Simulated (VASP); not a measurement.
Level of theory: PBE GGA, VASP's PBE PAW potentials (set 64) (plane waves; VASP 6.6.1).

VASP input:

**POSCAR**
```
CdSe
1
    0.0000000000     3.0855000000     3.0855000000
    3.0855000000     0.0000000000     3.0855000000
    3.0855000000     3.0855000000     0.0000000000
Cd Se
1 1
Direct
  0.0000000000   0.0000000000   0.0000000000
  0.2500000000   0.2500000000   0.2500000000
```

**KPOINTS**
```
Automatic mesh
0
Gamma
7 7 7
0 0 0
```

### INCAR
```
SYSTEM = CdSe
PREC = Accurate
ENCUT = 400
EDIFF = 1E-6
NELM = 100
ALGO = Normal
LREAL = .FALSE.
LASPH = .TRUE.
ISMEAR = 0
SIGMA = 0.05
GGA = PE
LMAXMIX = 4
LWAVE = .FALSE.
LCHARG = .FALSE.
ISIF = 2
AMIX = 0.05
BMIX = 3.0
IMIX = 1
```

POTCAR, in this order: Cd Se (PBE.64 set). Program: vasp_std.

What VASP printed:

File OSZICAR:
```
...
DAV:  12    -0.571939906792E+01    0.17233E-01   -0.10805E-03   599   0.361E-01    0.454E+00
DAV:  13    -0.570350397397E+01    0.15895E-01   -0.97410E-04   594   0.339E-01    0.436E+00
DAV:  14    -0.568882727613E+01    0.14677E-01   -0.88467E-04   586   0.318E-01    0.419E+00
DAV:  15    -0.567526270527E+01    0.13565E-01   -0.80851E-04   581   0.299E-01    0.403E+00
DAV:  16    -0.566271415469E+01    0.12549E-01   -0.72992E-04   586   0.282E-01    0.387E+00
DAV:  17    -0.565109509273E+01    0.11619E-01   -0.67167E-04   586   0.266E-01    0.372E+00
DAV:  18    -0.564032773367E+01    0.10767E-01   -0.60669E-04   570   0.251E-01    0.357E+00
DAV:  19    -0.563034156745E+01    0.99862E-02   -0.56108E-04   583   0.237E-01    0.343E+00
DAV:  20    -0.562107321327E+01    0.92684E-02   -0.50773E-04   575   0.224E-01    0.329E+00
DAV:  21    -0.561246474490E+01    0.86085E-02   -0.46994E-04   586   0.212E-01    0.316E+00
DAV:  22    -0.560446387358E+01    0.80009E-02   -0.42586E-04   575   0.200E-01    0.304E+00
DAV:  23    -0.559702286362E+01    0.74410E-02   -0.39655E-04   583   0.190E-01    0.292E+00
DAV:  24    -0.559009876332E+01    0.69241E-02   -0.36031E-04   575   0.180E-01    0.280E+00
DAV:  25    -0.558365178947E+01    0.64470E-02   -0.33397E-04   575   0.171E-01    0.269E+00
DAV:  26    -0.557764610874E+01    0.60057E-02   -0.30578E-04   575   0.162E-01    0.258E+00
DAV:  27    -0.557204864213E+01    0.55975E-02   -0.28303E-04   575   0.154E-01    0.248E+00
DAV:  28    -0.556682933324E+01    0.52193E-02   -0.26028E-04   575   0.147E-01    0.238E+00
DAV:  29    -0.556196047338E+01    0.48689E-02   -0.24105E-04   575   0.140E-01    0.228E+00
DAV:  30    -0.555741675887E+01    0.45437E-02   -0.22220E-04   575   0.134E-01    0.219E+00
DAV:  31    -0.555317487110E+01    0.42419E-02   -0.20615E-04   575   0.127E-01    0.210E+00
DAV:  32    -0.554921341306E+01    0.39615E-02   -0.19028E-04   575   0.122E-01    0.202E+00
DAV:  33    -0.554551262938E+01    0.37008E-02   -0.17686E-04   575   0.116E-01    0.194E+00
DAV:  34    -0.554205437501E+01    0.34583E-02   -0.16346E-04   575   0.111E-01    0.186E+00
DAV:  35    -0.553882184309E+01    0.32325E-02   -0.15208E-04   575   0.107E-01    0.179E+00
DAV:  36    -0.553579954544E+01    0.30223E-02   -0.14078E-04   575   0.102E-01    0.172E+00
DAV:  37    -0.553297314456E+01    0.28264E-02   -0.13125E-04   575   0.980E-02    0.165E+00
DAV:  38    -0.553032941183E+01    0.26437E-02   -0.12164E-04   575   0.940E-02    0.158E+00
DAV:  39    -0.552785604167E+01    0.24734E-02   -0.11343E-04   585   0.903E-02    0.152E+00
DAV:  40    -0.552554166421E+01    0.23144E-02   -0.10532E-04   575   0.868E-02    0.146E+00
DAV:  41    -0.552337571483E+01    0.21659E-02   -0.98326E-05   585   0.834E-02    0.140E+00
DAV:  42    -0.552134840589E+01    0.20273E-02   -0.91453E-05   575   0.803E-02    0.135E+00
DAV:  43    -0.551945061866E+01    0.18978E-02   -0.85388E-05   585   0.773E-02    0.129E+00
DAV:  44    -0.551767390004E+01    0.17767E-02   -0.79563E-05   575   0.744E-02    0.124E+00
DAV:  45    -0.551601036998E+01    0.16635E-02   -0.74339E-05   585   0.717E-02    0.120E+00
DAV:  46    -0.551445270773E+01    0.15577E-02   -0.69365E-05   575   0.692E-02    0.115E+00
DAV:  47    -0.551299408225E+01    0.14586E-02   -0.64820E-05   585   0.667E-02    0.111E+00
DAV:  48    -0.551162814027E+01    0.13659E-02   -0.60593E-05   575   0.644E-02    0.106E+00
DAV:  49    -0.551034894749E+01    0.12792E-02   -0.56660E-05   585   0.622E-02    0.102E+00
DAV:  50    -0.550915097756E+01    0.11980E-02   -0.53005E-05   575   0.600E-02    0.983E-01
DAV:  51    -0.550802906781E+01    0.11219E-02   -0.49629E-05   585   0.580E-02    0.945E-01
DAV:  52    -0.550697840520E+01    0.10507E-02   -0.46464E-05   575   0.561E-02    0.910E-01
DAV:  53    -0.550599448401E+01    0.98392E-03   -0.43515E-05   585   0.542E-02    0.875E-01
DAV:  54    -0.550507310400E+01    0.92138E-03   -0.40797E-05   575   0.525E-02    0.842E-01
DAV:  55    -0.550421033326E+01    0.86277E-03   -0.38247E-05   585   0.508E-02    0.811E-01
DAV:  56    -0.550340249889E+01    0.80783E-03   -0.35867E-05   575   0.491E-02    0.781E-01
DAV:  57    -0.550264616292E+01    0.75634E-03   -0.33670E-05   585   0.476E-02    0.752E-01
DAV:  58    -0.550193811070E+01    0.70805E-03   -0.31581E-05   575   0.461E-02    0.724E-01
DAV:  59    -0.550127533042E+01    0.66278E-03   -0.29685E-05   585   0.446E-02    0.698E-01
DAV:  60    -0.550065500857E+01    0.62032E-03   -0.27861E-05   585   0.432E-02    0.673E-01
DAV:  61    -0.550007450264E+01    0.58051E-03   -0.26188E-05   585   0.419E-02    0.648E-01
DAV:  62    -0.549953134400E+01    0.54316E-03   -0.24620E-05   590   0.406E-02    0.625E-01
DAV:  63    -0.549902321576E+01    0.50813E-03   -0.23137E-05   580   0.394E-02    0.603E-01
DAV:  64    -0.549854794739E+01    0.47527E-03   -0.21788E-05   590   0.382E-02    0.581E-01
DAV:  65    -0.549810350783E+01    0.44444E-03   -0.20489E-05   585   0.371E-02    0.561E-01
DAV:  66    -0.549768798864E+01    0.41552E-03   -0.19288E-05   580   0.359E-02    0.541E-01
DAV:  67    -0.549729960276E+01    0.38839E-03   -0.18177E-05   590   0.349E-02    0.523E-01
DAV:  68    -0.549693667498E+01    0.36293E-03   -0.17059E-05   585   0.338E-02    0.504E-01
DAV:  69    -0.549659762808E+01    0.33905E-03   -0.16108E-05   590   0.329E-02    0.487E-01
DAV:  70    -0.549628099461E+01    0.31663E-03   -0.15154E-05   585   0.319E-02    0.471E-01
DAV:  71    -0.549598538626E+01    0.29561E-03   -0.14293E-05   590   0.310E-02    0.455E-01
DAV:  72    -0.549570950559E+01    0.27588E-03   -0.13480E-05   585   0.301E-02    0.439E-01
DAV:  73    -0.549545213316E+01    0.25737E-03   -0.12717E-05   590   0.292E-02    0.425E-01
DAV:  74    -0.549521212505E+01    0.24001E-03   -0.12004E-05   590   0.284E-02    0.411E-01
DAV:  75    -0.549498840796E+01    0.22372E-03   -0.11329E-05   590   0.276E-02    0.397E-01
DAV:  76    -0.549477997326E+01    0.20843E-03   -0.10698E-05   590   0.268E-02    0.384E-01
DAV:  77    -0.549458587469E+01    0.19410E-03   -0.10108E-05   590   0.260E-02    0.372E-01
DAV:  78    -0.549440522369E+01    0.18065E-03   -0.95458E-06   595   0.253E-02    0.360E-01
DAV:  79    -0.549423718527E+01    0.16804E-03   -0.90277E-06   595   0.246E-02    0.348E-01
DAV:  80    -0.549408097617E+01    0.15621E-03   -0.85280E-06   595   0.239E-02    0.337E-01
DAV:  81    -0.549393586016E+01    0.14512E-03   -0.80697E-06   595   0.232E-02    0.327E-01
DAV:  82    -0.549380114588E+01    0.13471E-03   -0.76287E-06   595   0.226E-02    0.317E-01
DAV:  83    -0.549367618435E+01    0.12496E-03   -0.72207E-06   595   0.220E-02    0.307E-01
DAV:  84    -0.549356036510E+01    0.11582E-03   -0.68317E-06   595   0.213E-02    0.297E-01
DAV:  85    -0.549345311571E+01    0.10725E-03   -0.64681E-06   595   0.208E-02    0.288E-01
DAV:  86    -0.549335389760E+01    0.99218E-04   -0.61241E-06   595   0.202E-02    0.280E-01
DAV:  87    -0.549326220520E+01    0.91692E-04   -0.58003E-06   595   0.196E-02    0.271E-01
DAV:  88    -0.549317756359E+01    0.84642E-04   -0.54951E-06   590   0.191E-02    0.263E-01
DAV:  89    -0.549309952640E+01    0.78037E-04   -0.52074E-06   585   0.186E-02    0.255E-01
DAV:  90    -0.549302767453E+01    0.71852E-04   -0.49364E-06   585   0.181E-02    0.248E-01
DAV:  91    -0.549296161383E+01    0.66061E-04   -0.46814E-06   595   0.176E-02    0.241E-01
DAV:  92    -0.549290097456E+01    0.60639E-04   -0.44381E-06   575   0.171E-02    0.234E-01
DAV:  93    -0.549284540899E+01    0.55566E-04   -0.42120E-06   585   0.167E-02    0.227E-01
DAV:  94    -0.549279459077E+01    0.50818E-04   -0.39956E-06   585   0.162E-02    0.221E-01
DAV:  95    -0.549274821283E+01    0.46378E-04   -0.37922E-06   575   0.158E-02    0.214E-01
DAV:  96    -0.549270598702E+01    0.42226E-04   -0.36009E-06   585   0.154E-02    0.208E-01
DAV:  97    -0.549266764269E+01    0.38344E-04   -0.34176E-06   570   0.150E-02    0.203E-01
DAV:  98    -0.549263292537E+01    0.34717E-04   -0.32484E-06   585   0.146E-02    0.197E-01
DAV:  99    -0.549260159643E+01    0.31329E-04   -0.30839E-06   565   0.142E-02    0.192E-01
DAV: 100    -0.549257343113E+01    0.28165E-04   -0.29322E-06   570   0.138E-02
   1 F= -.54925734E+01 E0= -.54925734E+01  d E =-.397605E-12
```

OUTCAR:
```
------------------------ aborting loop EDIFF was not reached (unconverged)  ----------------------------
  FORCE on cell =-STRESS in cart. coord.  units (eV):
  Direction    XX          YY          ZZ          XY          YZ          ZX
  --------------------------------------------------------------------------------------
  Total        0.2954800      0.2954800      0.2954800      0.0000000      0.0000000      0.0000000
  in kB        8.0580884      8.0580884      8.0580884      0.0000000      0.0000000      0.0000000
  external PRESSURE =       8.0580884 kB  Pullay stress =       0.0000000 kB
  volume of cell :       58.75
      direct lattice vectors                 reciprocal lattice vectors
     0.000000000  3.085500000  3.085500000    -0.162048290  0.162048290  0.162048290
     3.085500000  0.000000000  3.085500000     0.162048290 -0.162048290  0.162048290
     3.085500000  3.085500000  0.000000000     0.162048290  0.162048290 -0.162048290
  FREE ENERGIE OF THE ION-ELECTRON SYSTEM (eV)
  ---------------------------------------------------
  free  energy   TOTEN  =        -5.4925734311 eV

  energy  without entropy=       -5.4925734311  energy(sigma->0) =       -5.49257343
```
(Selected blocks of OUTCAR.)

File stdout:
```
...
DAV:  81    -0.549393586016E+01    0.14512E-03   -0.80697E-06   595   0.232E-02    0.327E-01
DAV:  82    -0.549380114588E+01    0.13471E-03   -0.76287E-06   595   0.226E-02    0.317E-01
DAV:  83    -0.549367618435E+01    0.12496E-03   -0.72207E-06   595   0.220E-02    0.307E-01
DAV:  84    -0.549356036510E+01    0.11582E-03   -0.68317E-06   595   0.213E-02    0.297E-01
DAV:  85    -0.549345311571E+01    0.10725E-03   -0.64681E-06   595   0.208E-02    0.288E-01
DAV:  86    -0.549335389760E+01    0.99218E-04   -0.61241E-06   595   0.202E-02    0.280E-01
DAV:  87    -0.549326220520E+01    0.91692E-04   -0.58003E-06   595   0.196E-02    0.271E-01
DAV:  88    -0.549317756359E+01    0.84642E-04   -0.54951E-06   590   0.191E-02    0.263E-01
DAV:  89    -0.549309952640E+01    0.78037E-04   -0.52074E-06   585   0.186E-02    0.255E-01
DAV:  90    -0.549302767453E+01    0.71852E-04   -0.49364E-06   585   0.181E-02    0.248E-01
DAV:  91    -0.549296161383E+01    0.66061E-04   -0.46814E-06   595   0.176E-02    0.241E-01
DAV:  92    -0.549290097456E+01    0.60639E-04   -0.44381E-06   575   0.171E-02    0.234E-01
DAV:  93    -0.549284540899E+01    0.55566E-04   -0.42120E-06   585   0.167E-02    0.227E-01
DAV:  94    -0.549279459077E+01    0.50818E-04   -0.39956E-06   585   0.162E-02    0.221E-01
DAV:  95    -0.549274821283E+01    0.46378E-04   -0.37922E-06   575   0.158E-02    0.214E-01
DAV:  96    -0.549270598702E+01    0.42226E-04   -0.36009E-06   585   0.154E-02    0.208E-01
DAV:  97    -0.549266764269E+01    0.38344E-04   -0.34176E-06   570   0.150E-02    0.203E-01
DAV:  98    -0.549263292537E+01    0.34717E-04   -0.32484E-06   585   0.146E-02    0.197E-01
DAV:  99    -0.549260159643E+01    0.31329E-04   -0.30839E-06   565   0.142E-02    0.192E-01
DAV: 100    -0.549257343113E+01    0.28165E-04   -0.29322E-06   570   0.138E-02

 -----------------------------------------------------------------------------
|                                                                             |
|           W    W    AA    RRRRR   N    N  II  N    N   GGGG   !!!           |
|           W    W   A  A   R    R  NN   N  II  NN   N  G    G  !!!           |
|           W    W  A    A  R    R  N N  N  II  N N  N  G       !!!           |
|           W WW W  AAAAAA  RRRRR   N  N N  II  N  N N  G  GGG   !            |
|           WW  WW  A    A  R   R   N   NN  II  N   NN  G    G                |
|           W    W  A    A  R    R  N    N  II  N    N   GGGG   !!!           |
|                                                                             |
|     The electronic self-consistency was not achieved in the given           |
|     number of steps (NELM). The forces and other quantities evaluated       |
|     might not be reliable so examine the results carefully. If you find     |
|     spurious results, we suggest increasing NELM, if you were close to      |
|     convergence or switching to a different ALGO or adjusting the           |
|     density mixing parameters otherwise.                                    |
|                                                                             |
 -----------------------------------------------------------------------------

   1 F= -.54925734E+01 E0= -.54925734E+01  d E =-.397605E-12
```

The run did not converge; its last values are not results.

The compound is CdSe in the zinc blende structure, whereas wurtzite is the usual form. The cell was not relaxed at this level. The run is one of a series of settings (AMIX = 0.05, BMIX = 3.0, IMIX = 1 against the base run), some of them coarse on purpose.
